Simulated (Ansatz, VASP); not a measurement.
# TiCdSe3 in two plane-wave programs, part 2 of 2

Wanted: the spread between two codes on one cell, functional and k mesh. The cell is generated by rule, not measured, and may not be a known phase. The cell is taken from a series of runs on this material, whose earlier steps may have relaxed, scaled, displaced or heated it; both programs get it as it stands.

VASP 6.6.1 and Ansatz 0.2.0.

So far: Set-up; VASP: relaxation of cell and atoms, PBE.

The structure was built from a prototype and need not be the compound's stable phase.

## 3. Ansatz: relaxation of cell and atoms, PBE

Level of this step: Ansatz beside VASP: Kohn-Sham DFT, plane waves, PBE (Ansatz).

Ansatz runs on its default PAW (the set named soft_2) files.

The same cell, functional, mesh and smearing now go to Ansatz, which takes its cutoff from its data sets.

File input.yaml:

```yaml
crystal:
  lattice:
    - [-3.5264331461, 3.5264331461, 4.7774638422]
    - [3.5264331461, -3.5264331461, 4.7774638422]
    - [3.5264331461, 3.5264331461, -4.7774638422]
  atoms:
    - { symbol: Cd, position: [0.25, 0.75, 0.5] }
    - { symbol: Cd, position: [0.75, 0.25, 0.5] }
    - { symbol: Ti, position: [0.5, 0.5, 0.0] }
    - { symbol: Ti, position: [0.0, 0.0, 0.0] }
    - { symbol: Se, position: [0.1658211793, 0.3341788207, 0.5] }
    - { symbol: Se, position: [0.8341788207, 0.6658211793, 0.5] }
    - { symbol: Se, position: [0.25, 0.25, 0.0] }
    - { symbol: Se, position: [0.75, 0.75, 0.0] }
    - { symbol: Se, position: [0.6658211793, 0.1658211793, 0.8316423585] }
    - { symbol: Se, position: [0.3341788207, 0.8341788207, 0.1683576415] }
kpoints:
  mp_grid: { grid: [8, 8, 8] }
hamiltonian:
  xc: pbe
scf:
  occupations: { method: methfessel_paxton, width: 0.2 }
output:
  forces: true
  stress: true
  eigenvalues: true
relax:
  adjacent_minimum: "off"
  f_tol: 0.001
  max_steps: 60
  cell: { stress_tol: 0.01 }
```

Started as:

```console
$ ansatz run input.yaml --threads 8 --pin off --max-ram 14336MiB --backend cpu --events-out ev --progress --plain --runs-dir out
```

Numbers of over 12 decimals in the logs are rounded to 6 here.

What it wrote:

```text
Engine: ansatz 0.2.0, aarch64-unknown-linux-gnu
Pseudopotentials: kind: paw
Pseudopotential: Cd, paw, valence charge 20, recommended cutoff 420 eV (normal), Cd.paw.azcp
Pseudopotential: Ti, paw, valence charge 12, recommended cutoff 420 eV (normal), Ti.paw.azcp
Pseudopotential: Se, paw, valence charge 16, recommended cutoff 420 eV (normal), Se.paw.azcp
Functional definition: PBE
  parameter kappa = 0.804
  parameter beta = 0.066725
  exchange = pbe_x(kappa = kappa, mu = beta*pi^2/3)
  correlation = pbe_c(beta = beta)
Crystal: 10 atoms, lattice volume = 237.645 Å³
Basis set: ecut = 420 eV, 4691 PW (Γ), exchange–correlation on 96×96×96 points (8 copies of the dense FFT grid, shifted against one another)
Bands: 96, of which v1, the nominal top of the filled ones, is band 80 counted from 1 (79 counted from 0)
Symmetry: 16 space group operations
Space group: I4/mcm (ITA 140), of the structure as read, at distance tolerance 6.2e-5 Å
k-points: 59 of 512
Non-local potential: Cd, projectors of the file, l = 0: 3, l = 1: 2, l = 2: 2, l = 3: 1
Non-local potential: Ti, projectors of the file, l = 0: 3, l = 1: 2, l = 2: 3, l = 3: 1
Non-local potential: Se, projectors of the file, l = 0: 2, l = 1: 2, l = 2: 3, l = 3: 1
PAW form: soft (Blöchl's): semilocal exchange-correlation on the pseudo side does not see the compensation charge
PAW one-centre angular grid: Cd, 590 points (default); XC on 64 Gauss nodes
PAW one-centre angular grid: Ti, 590 points (default); XC on 64 Gauss nodes
PAW one-centre angular grid: Se, 590 points (default); XC on 64 Gauss nodes
Initial density: superposition of atomic densities (neutral atoms: chi_scale 0, normalization atom), corrected by the library's trained network
Initial wavefunctions: pseudopotential atomic-orbital guess
Functional: x = pbe(κ = 0.804, μ = 0.219515), c = pbe(β = 0.066725)
SCF iter   1: F=—  HF=-54328.816722 eV  |F-HF|=—  |Δ(HF+E_count)|=         —  Δρ=3.47e-3  dr2=2.97e-2  ethr=1.77e-3  ⟨swp⟩=5.6  Hψ=19075  notcnv=0
preconditioner: auto → Kerker (q_TF=auto, 2.554 Å⁻¹)  [metal: Δε(μ)=0.018 eV  Ē_g=8.572 eV  σ=0.200 eV  W_gap=0.07  n_scr=62 (ndim 8)  ℏωp=19.9 eV  f_vac=0.040  D(μ)=0.95/eV (n_scr^D=0)]
SCF iter   2: F=—  HF=-54328.818156 eV  |F-HF|=—  |Δ(HF+E_count)|=   1.43e-3  S|Δr|=    0.00e0  Δρ=2.26e-3  dr2=1.23e-2  ethr=1.86e-5  ⟨swp⟩=2.0  Hψ=7275  notcnv=0
SCF iter   3: F=—  HF=-54328.817888 eV  |F-HF|=—  |Δ(HF+E_count)|=   2.68e-4  S|Δr|=    0.00e0  Δρ=1.38e-3  dr2=6.50e-3  ethr=7.70e-6  ⟨swp⟩=2.0  Hψ=6301  notcnv=0
SCF iter   4: F=—  HF=-54328.817817 eV  |F-HF|=—  |Δ(HF+E_count)|=   7.10e-5  S|Δr|=    0.00e0  Δρ=2.92e-4  dr2=4.52e-4  ethr=4.07e-6  ⟨swp⟩=1.8  Hψ=5695  notcnv=0
SCF iter   5: F=—  HF=-54328.817820 eV  |F-HF|=—  |Δ(HF+E_count)|=   3.55e-6  S|Δr|=    0.00e0  Δρ=1.34e-4  dr2=8.70e-5  ethr=2.82e-7  ⟨swp⟩=2.3  Hψ=8048  notcnv=0
SCF iter   6: F=—  HF=-54328.817704 eV  |F-HF|=—  |Δ(HF+E_count)|=   1.16e-4  S|Δr|=    0.00e0  Δρ=6.13e-5  dr2=1.51e-5  ethr=5.44e-8  ⟨swp⟩=2.0  Hψ=8317  notcnv=0
SCF iter   7: F=—  HF=-54328.817706 eV  |F-HF|=—  |Δ(HF+E_count)|=   1.91e-6  S|Δr|=    0.00e0  Δρ=2.74e-5  dr2=2.98e-6  ethr=9.42e-9  ⟨swp⟩=2.0  Hψ=7379  notcnv=0
SCF iter   8: F=—  HF=-54328.817707 eV  |F-HF|=—  |Δ(HF+E_count)|=   4.43e-7  S|Δr|=    0.00e0  Δρ=1.00e-5  dr2=5.17e-7  ethr=1.86e-9  ⟨swp⟩=2.0  Hψ=9471  notcnv=0
SCF iter   9: F=—  HF=-54328.817707 eV  |F-HF|=—  |Δ(HF+E_count)|=   4.27e-8  S|Δr|=    0.00e0  Δρ=5.71e-6  dr2=1.38e-7  ethr=3.23e-10  ⟨swp⟩=2.0  Hψ=9500  notcnv=0
SCF iter  10: F=-54328.817707 eV  HF=-54328.817707 eV  |F-HF|=5.97e-9  |Δ(HF+E_count)|=   1.03e-8  S|Δr|=    0.00e0  Δρ=1.85e-6  dr2=1.14e-8  ethr=6.25e-11  ⟨swp⟩=8.1  Hψ=21873  notcnv=0
SCF 1 converged in 10 iterations: F = -54328.817707 eV  dr2 = 1.14e-8
  greatest PAW one-centre occupation: 1.000 electrons in one spin orbital (limit 2), on the Cd atom at site 1 (counted from 0), in its partial waves of l = 0
relax step   1: F+E_penalty+E_count = -54328.81770684 eV  Δ(F+E_penalty+E_count) = +0.000e0 eV  max|allowed force component| = 1.990e-4 eV/Å  Δτ_max = 0.0000 Å  P = -0.008 GPa  Ω = 237.645 Å³  (10 SCF iters, dr2 threshold 1.00e-7 eV, accepted)
Crystal: 10 atoms, lattice volume = 237.588 Å³
Initial density: handed on by an earlier stage of this run
Initial wavefunctions: those handed on with the density
iter 1 solved again at ethr=8.96e-9 eV; its pass at ethr=3.10e-3 eV (dr2=1.43e-5 eV) is discarded
SCF iter   1: F=—  HF=-54328.817827 eV  |F-HF|=—  |Δ(HF+E_count)|=         —  Δρ=5.18e-5  dr2=1.33e-5  ethr=8.96e-9  ⟨swp⟩=2.2  Hψ=21316  notcnv=0
preconditioner: auto → Kerker (q_TF=auto, 2.554 Å⁻¹)  [metal: Δε(μ)=0.030 eV  Ē_g=8.606 eV  σ=0.200 eV  W_gap=0.13  n_scr=62 (ndim 8)  ℏωp=19.9 eV  f_vac=0.040  D(μ)=0.87/eV (n_scr^D=0)]
[...]
SCF iter   2: F=—  HF=-54328.817708 eV  |F-HF|=—  |Δ(HF+E_count)|=   1.05e-4  S|Δr|=    0.00e0  Δρ=4.92e-7  dr2=5.56e-10  ethr=1.00e-12  ⟨swp⟩=3.1  Hψ=15294  notcnv=0
SCF iter   3: F=—  HF=-54328.817708 eV  |F-HF|=—  |Δ(HF+E_count)|=  6.55e-11  S|Δr|=    0.00e0  Δρ=2.66e-7  dr2=9.69e-11  ethr=1.00e-12  ⟨swp⟩=1.1  Hψ=5667  notcnv=0
SCF iter   4: F=—  HF=-54328.817708 eV  |F-HF|=—  |Δ(HF+E_count)|=  1.46e-11  S|Δr|=    0.00e0  Δρ=2.03e-7  dr2=5.81e-11  ethr=1.00e-12  ⟨swp⟩=1.0  Hψ=5664  notcnv=0
SCF iter   5: F=—  HF=-54328.817708 eV  |F-HF|=—  |Δ(HF+E_count)|=  7.28e-12  S|Δr|=    0.00e0  Δρ=4.06e-8  dr2=5.64e-12  ethr=1.00e-12  ⟨swp⟩=1.0  Hψ=5664  notcnv=0
SCF iter   6: F=-54328.817708 eV  HF=-54328.817708 eV  |F-HF|=7.28e-12  |Δ(HF+E_count)|=  1.46e-11  S|Δr|=    0.00e0  Δρ=1.36e-8  dr2=5.36e-13  ethr=1.00e-12  ⟨swp⟩=4.7  Hψ=20040  notcnv=0
SCF 5 converged in 6 iterations: F = -54328.817708 eV  dr2 = 5.36e-13
relax step   5: F+E_penalty+E_count = -54328.81770819 eV  Δ(F+E_penalty+E_count) = +6.320e-6 eV  max|allowed force component| = 9.197e-5 eV/Å  Δτ_max = 0.0000 Å  P = -0.002 GPa  Ω = 237.605 Å³  stress off target by 2.84e-3 GPa  SCF on the basis re-selected at this cell (its energy is not comparable with the rows above)  (6 SCF iters)
basis re-selected at this cell: Δ(F+E_penalty+E_count) = +6.320e-6 eV, ΔP = +0.000 GPa vs the last step (what re-selecting the basis moved, of the pressure what is left beyond the Pulay correction that the steps carried, after the strain that the cell walked since its last selection, with what the two solves' SCF thresholds leave and, on support functions, any second-order correction that the steps lacked; it is no m [...]
SCF converged after 6 iterations
Stability not checked: this state was not tested for a lower state beside it, because cold or Methfessel-Paxton smearing, or corrected tetrahedra, fill the levels in a way that the test cannot read (fill_not_monotonic; see scf.lower_state_search)
Free energy (F): -54328.817708 eV
Harris-Foulkes:  -54328.817708 eV  (|F-HF|=7.28e-12)
Internal energy: -54328.839731 eV  (E = F + TS)
E sigma→0 (E₀):  -54328.823214 eV
Entropy (-TS):   0.022023 eV (2.202 meV/atom)
Fermi energy:    9.389035 eV
--- Per-component energies (eV) ---
  E_band       = -3572.009595
  E_kinetic    = 2263.174438
  E_local      = -22966.333404  (includes V_loc(G=0)·N_el)
  E_nonlocal   = -3493.378224
  E_hartree    = 11003.455736
  E_xc         = -1172.503865
  E_vxc        = -1274.584396  (∫ρ·V_xc dr)
  E_paw        = -21729.125171  (= ΣΔE_a)
  E_vpaw       = -107.796252  (= ΣTr[D̂ρ^β])
  E_aug_tail   = -0.003279  (compensation charges beyond the density's cutoff)
  E_ewald      = -18234.125961
  E_smearing   = 0.022023  (= −TS)
  E_closure    = -0.000000  (closes the sum)
  Σ components = -54328.817708   (vs F -54328.817708, Δ=0.00e0)
--- Forces (eV/Å), atoms counted from 1 ---
  atom   1  Cd    -0.00000000     0.00000000     0.00000000
  atom   2  Cd    -0.00000000     0.00000000     0.00000000
  atom   3  Ti     0.00000000    -0.00000000     0.00000000
  atom   4  Ti     0.00000000     0.00000000     0.00000000
  atom   5  Se    -0.00009197     0.00009197     0.00000000
  atom   6  Se     0.00009197    -0.00009197     0.00000000
  atom   7  Se    -0.00000000    -0.00000000     0.00000000
  atom   8  Se     0.00000000     0.00000000     0.00000000
  atom   9  Se     0.00009197     0.00009197     0.00000000
  atom  10  Se    -0.00009197    -0.00009197    -0.00000000
  max |Σ_I F_I| component: 7.59e-18 eV/Å
--- Stress (GPa, compression-positive) ---
       -0.001784       0.000000       0.000000
        0.000000      -0.001784       0.000000
        0.000000       0.000000      -0.002841
  P = ⅓ Tr σ = -0.0021 GPa (-0.021 kbar)
--- Band table (eV; the first three rows and the last of 59) ---
  k-point 0: bands = [... 76 lower, 8.9681, 8.9681, 9.2609, 9.3669, 9.3669, 9.6621, 9.7957, 9.7957, ... 12 higher]
  k-point 1: bands = [... 76 lower, 8.7590, 8.8906, 9.0519, 9.0691, 9.6368, 9.6606, 9.7948, 10.0427, ... 12 higher]
  k-point 2: bands = [... 76 lower, 8.4406, 8.4988, 8.8880, 9.0821, 9.4184, 9.8426, 9.9866, 10.3461, ... 12 higher]
  k-point 58: bands = [... 76 lower, 7.5295, 7.5295, 9.2645, 9.2645, 9.5488, 9.6618, 10.1732, 10.3582, ... 12 higher]
--- Relaxed structure (4 steps of the walk, 4 accepted, 1 SCFs on fresh bases) ---
  F+E_penalty+E_count = -54328.81770819 eV   max|allowed force component| = 9.197e-5 eV/Å   (the final SCF, on the basis selected at the relaxed cell)
  cell:  # Å, volume = 237.6052 Å³
    - [-3.525986, 3.525986, 4.777873]
    - [3.525986, -3.525986, 4.777873]
    - [3.525986, 3.525986, -4.777873]
  atoms:
    - { symbol: Cd, position: [0.250000, 0.75, 0.5] }
    - { symbol: Cd, position: [0.75, 0.250000, 0.5] }
    - { symbol: Ti, position: [0.5, 0.5, 0] }
    - { symbol: Ti, position: [0, 0, 0] }
    - { symbol: Se, position: [0.165808, 0.334192, 0.5] }
    - { symbol: Se, position: [0.834192, 0.665808, 0.5] }
    - { symbol: Se, position: [0.25, 0.25, 0] }
    - { symbol: Se, position: [0.750000, 0.750000, 0] }
    - { symbol: Se, position: [0.665808, 0.165808, 0.831616] }
    - { symbol: Se, position: [0.334192, 0.834192, 0.168384] }
```

## 4. Differences

Known differences besides the potentials themselves: the data sets hold 160 valence electrons in Ansatz (on its default PAW (the set named soft_2) files) and 84 in VASP; the cutoff is 420 eV in Ansatz and 500 eV in VASP; Ansatz adds a Pulay correction to the stress that steers its cell, VASP none. Total energies have different zeros and are not compared.

The two programs side by side:

| quantity | Ansatz | VASP | difference |
| --- | --- | --- | --- |
| volume (Å³) | 237.61 | 237.98 | -0.16 % |
| edge a after relaxation, in the typed setting (Å) | 6.906 | 6.911 | -0.07 % |

## 5. Outcome

| Quantity | Value |
| --- | --- |
| difference in volume (relaxation of cell and atoms, PBE) | -0.16 % |

What this shows: The difference in volume is -0.16 % (relaxation of cell and atoms, PBE), within the 1.2 % picked in this series as the mark of a large difference, as far as the stopping tolerances let one tell. The data sets hold unlike numbers of valence electrons (160 in Ansatz and 84 in VASP), so part of the differences comes from the potentials. 1 further run of this series is not shown here. Such differences can come from data sets, numerical settings and the points named under the comparisons, not from the functional's error against experiment.

[Lines on the potential files, build, host, timing and source positions are cut from VASP's logs without a mark.]

[Logs are printed without paths, hosts, clocks, repeated set-up lines and the standing remarks that a program may print on its own settings, such as how far it seeks lower states.]

[Hosts, paths, dates, database ids (printed as entryN), source tags and the programs' standing remarks are cut or masked in the printed files.]
